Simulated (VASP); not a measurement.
# Bulk modulus and pressure derivative of Mg (hcp) from stress and from energy at PBE+D3(BJ)

A mechanical model of a magnesium part under a load of a few GPa needs two numbers: the bulk modulus at zero pressure, B0, and its pressure derivative, B0′. The second decides how much the metal stiffens as it is squeezed. We obtain both for Mg (hcp) at PBE+D3(BJ) by two routes, from the pressure given by the stress tensor and from the energy per atom. The seven cells are uniformly scaled copies of one relaxed cell. Strain f is counted from the volume V0 at the minimum of the fitted energy curve, with compression positive, and energies are counted from the lowest point. Agreement between the routes tests whether stress and energy are consistent with each other. It tests neither closeness to experiment nor convergence with the k mesh, which both routes share.

## Set-up

One crystal, Mg (hcp) (known phase), at PBE+D3(BJ): single-point runs on uniformly scaled copies of a cell relaxed at PBE+D3(BJ); symmetry leaves the cell shape free, held here. Program: VASP 6.6.1, plane waves and PAW (data sets made for PBE of release 64), scalar-relativistic without spin-orbit coupling, no spin polarisation. Cutoff 400 eV; on the k meshes the divisions times the cell-vector length are 25 Å or more. Occupations: first-order Methfessel-Paxton smearing of 0.2 eV.

Notes on method and selection:

- Third-order Birch-Murnaghan: P = 3·B0·f·(1 + 2f)^(5/2)·[1 + (3/2)(B0′ − 4)·f]. The fit to the energies of these runs gives B0 = 40.3 GPa and B0′ = 4.02.
- Static lattice. The pressure from the stress tensor and the slope of the energy need not agree exactly at a finite cutoff and mesh.
- With the cell shape held the modulus is an upper bound.
- D3(BJ) is an atom-based dispersion correction added to the functional.
- A measured value is attached only where its sources agree among themselves; tables made before the last selection also left out values far from the computed one, as likely another phase or mode.
- Series whose points a third-order Birch-Murnaghan form does not fit, or whose B0′ lies outside 2 to 8, were left out.
- Crystals whose pressure at the fitted V0 departs from zero by more than 0.6 % of B0 plus 0.1 GPa, and layered compounds, were left out.
- Runs that did not converge, have known faults or may not be shown are not listed, and runs on Ansatz's PAW sets soft_1 and soft_2 are kept to separate tables.
- A language model judged 1 of the measured values at hand unlike the computed quantity or outlying; they, and members whose columns rest on them, are left out, so mean errors are over the rest.

Columns:

- Eulerian strain: Eulerian strain f = ½[(V0/V)^(2/3) − 1] with the fitted V0 = 21.7071 Å³ per atom, compression positive.
- fitted bulk modulus (GPa): bulk modulus at that volume from the third-order Birch-Murnaghan fit to the energies.
- volume (Å³): volume per atom.
- pressure (GPa): pressure from the stress tensor, compression positive.
- energy (meV/atom): energy per atom above the lowest point, extrapolated to zero smearing.

Input lines of one member:

```
PREC = Accurate
ENCUT = 400
EDIFF = 1E-06
NELM = 100
ISMEAR = 1
SIGMA = 0.2
LREAL = .FALSE.
ALGO = Normal
GGA = PE
IVDW = 12
NBANDS = 8
LORBIT = 11
ISIF = 2
```

Command (options for logging and memory left out): `vasp_std`

## The series

```
member         Eulerian strain  fitted bulk modulus (GPa)  volume (Å³)  pressure (GPa)  energy (meV/atom)
V = 23.029 Å³  −0.01932         31.6                       23.0287      −2.09           9.17
V = 22.594 Å³  −0.01317         34.2                       22.5942      −1.47           4.27
V = 22.160 Å³  −0.00683         37.1                       22.1597      −0.78           1.15
V = 21.725 Å³  −0.00028         40.2                       21.7252      −0.01           0.00
V = 21.291 Å³  0.00650          43.6                       21.2907      0.84            1.04
V = 20.856 Å³  0.01351          47.2                       20.8562      1.77            4.49
V = 20.422 Å³  0.02077          51.2                       20.4217      2.80            10.61
```

Least-squares fits to the whole series, with x = Eulerian strain; R² and errors in the fitted variable (y, or ln y where the fit is in ln y):

```
y                  members  fit                                   R²    rms residual  leave-one-out rms  the same for the mean of the others
pressure (GPa)     7        y = 0.022960 + 121.18 x + 605.22 x²   1.00  0.0023        0.0049             1.9
energy (meV/atom)  7        y = 0.0019592 + 0.13633 x + 24581 x²  1.00  0.0034        0.0079             4.5
```

## What drives the series

From the largest cell to the smallest, the pressure rises from −2.09 to 2.80 GPa and the fitted bulk modulus from 31.6 to 51.2 GPa. In a simple metal such as Mg, the kinetic energy of the valence electrons climbs more and more steeply on compression than their electrostatic attraction to the ions deepens. The two tendencies balance near V0; beyond it each further step costs more.

The simplest model that gives both B0 and B0′ rests on three assumptions: the lattice is static, the energy has its minimum at f = 0, and its expansion in f can stop at the cubic term:

E = A·f²·(1 + c·f)

The definition of Eulerian strain gives V = V0·(1 + 2f)^(−3/2), hence dV/df = −3·V0·(1 + 2f)^(−5/2). Since P = −dE/dV,

P = [2A/(3·V0)]·f·(1 + 2f)^(5/2)·(1 + 1.5·c·f)

At small strain the volume shrinks by the fraction 3f, so P must start as 3·B0·f. This fixes A = (9/2)·B0·V0.

For the derivative we use B = −V·dP/dV = [(1 + 2f)/3]·dP/df. To first order in f this is B0·[1 + (12 + 3c)·f]. Dividing its slope by that of the pressure, 3·B0, gives B0′ = 4 + c.

The constant c therefore measures how far the energy departs from a pure parabola in f. A parabola already implies B0′ = 4, because equal steps in f are not equal steps in volume.

For the pressure route it helps to divide out the known geometry:

F = P / [3f·(1 + 2f)^(5/2)] = B0·(1 + 1.5·c·f)

A plot of F against f should be a straight line with intercept B0. In the same way, E/f² should be a straight line with intercept A.

## The model against the table

We fix the model on the two end members, V = 23.029 Å³ and V = 20.422 Å³.

**Pressure route.** The divisors 3f·(1 + 2f)^(5/2) are 3 × (−0.01932) × (1 − 2 × 0.01932)^2.5 = −0.05252 and 3 × 0.02077 × (1 + 2 × 0.02077)^2.5 = 0.06898.

- F = 2.09 / 0.05252 = 39.79 GPa and 2.80 / 0.06898 = 40.59 GPa
- slope = (40.59 − 39.79) / (0.02077 + 0.01932) = 20.0 GPa
- B0 = 39.79 + 0.01932 × 20.0 = 40.18 GPa
- B0′ = 4 + 2 × 20.0 / (3 × 40.18) = 4.33

For three other members the divisors are 3 × (−0.00683) × (1 − 2 × 0.00683)^2.5 = −0.01980, 3 × 0.00650 × (1 + 2 × 0.00650)^2.5 = 0.02014 and 3 × 0.01351 × (1 + 2 × 0.01351)^2.5 = 0.04332. The model then gives:

- V = 22.160 Å³: −0.01980 × (40.18 − 20.0 × 0.00683) = −0.793 GPa; table −0.78
- V = 21.291 Å³: 0.02014 × (40.18 + 20.0 × 0.00650) = 0.812 GPa; table 0.84
- V = 20.856 Å³: 0.04332 × (40.18 + 20.0 × 0.01351) = 1.752 GPa; table 1.77

**Energy route.** The same end members give:

- E/f² = 9.17 / 0.01932² = 24567 meV and 10.61 / 0.02077² = 24595 meV
- slope = (24595 − 24567) / (0.02077 + 0.01932) = 698 meV
- A = 24567 + 0.01932 × 698 = 24580 meV
- B0′ = 4 + 698 / 24580 = 4.03

With 1 eV/Å³ = 160.2 GPa, B0 = 2 × (24580 / 1000) × 160.2 / (9 × 21.7071) = 40.3 GPa. For the same three members the factor 1 + c·f is too close to 1 to matter at the printed precision:

- V = 22.160 Å³: 24580 × 0.00683² = 1.15 meV; table 1.15
- V = 21.291 Å³: 24580 × 0.00650² = 1.04 meV; table 1.04
- V = 20.856 Å³: 24580 × 0.01351² = 4.49 meV; table 4.49

The routes agree on B0 to about 0.1 GPa but differ by 0.3 in B0′.

## Where the trend breaks

Largest departures from the fit to the whole series:

```
member         pressure (GPa)  fit    computed − fit  in rms residuals
V = 21.291 Å³  0.84            0.84   0.00            1.6
V = 22.160 Å³  −0.78           −0.78  0.00            1.5
V = 23.029 Å³  −2.09           −2.09  0.00            1.0
V = 22.594 Å³  −1.47           −1.47  0.00            0.9
```

At the three members worked out above, the energies follow the model to the printed digits. The pressures do not: the table lies higher by 0.793 − 0.78 = 0.013, 0.84 − 0.812 = 0.028 and 1.77 − 1.752 = 0.018 GPa. What fails is a further, tacit assumption of the pressure route: that the computed stress vanishes exactly at the energy minimum. The quadratic fit to all seven pressures leaves 0.023 GPa at f = 0.

With this offset removed, the end members give F = (2.09 + 0.023) / 0.05252 = 40.23 GPa and (2.80 − 0.023) / 0.06898 = 40.26 GPa. The slope falls to (40.26 − 40.23) / (0.02077 + 0.01932) = 0.75 GPa. Hence B0 = 40.2 GPa and B0′ = 4 + 2 × 0.75 / (3 × 40.2) = 4.01, and the disagreement between the routes in B0′ is gone, within the roughly 0.1 that the rounding of the printed pressures allows. An offset below 0.1 % of B0 had shifted B0′ by 0.3, because it enters F with opposite signs on the two sides of V0.

The incomplete plane-wave basis would normally make the stress pressure too low, which is the wrong sign here. A possible cause is the smearing: the stress belongs to the free energy at 0.2 eV, whereas the energies are extrapolated to zero smearing.

## What to take away

For −2.1 to 2.8 GPa the runs give B0 = 40.3 GPa and B0′ = 4.0 for this relaxed cell and this k mesh. Pressures should be fitted with their own zero. Such close agreement is partly selected for, since crystals with a large residual pressure or a poor fit were left out.

The main open question is the k mesh, which is coarse for a metal. Runs on a denser mesh are not included, so the mesh error of B0 and B0′ is unknown, and the 0.1 GPa between the routes is no measure of it. The cell itself calls for caution: relaxation left it with a clearly larger ratio of height to basal edge than the measured structure it started from. These runs cannot tell whether the mesh, the smearing or the dispersion term is responsible. Before the two numbers go into a mechanical model, both the relaxation and the series should be repeated on a denser mesh.

Apart from the mesh, two omitted or approximate effects outweigh the 0.1 GPa between the routes. Lattice vibrations at room temperature would lower B0 by roughly 1 to 3 GPa. The atom-based dispersion term neglects screening by the conduction electrons and probably raises B0, by very roughly a tenth. Holding the cell shape also errs upward, since the stress in the scaled cells is somewhat smaller along the hexagonal axis than in the basal plane, but for this cell that should matter much less than either of these two effects. The difference in stress may itself change with the mesh and with the shape of the relaxed cell.

[Logs are printed without paths, hosts, clocks, repeated set-up lines and the standing remarks that a program may print on its own settings, such as how far it seeks lower states.]
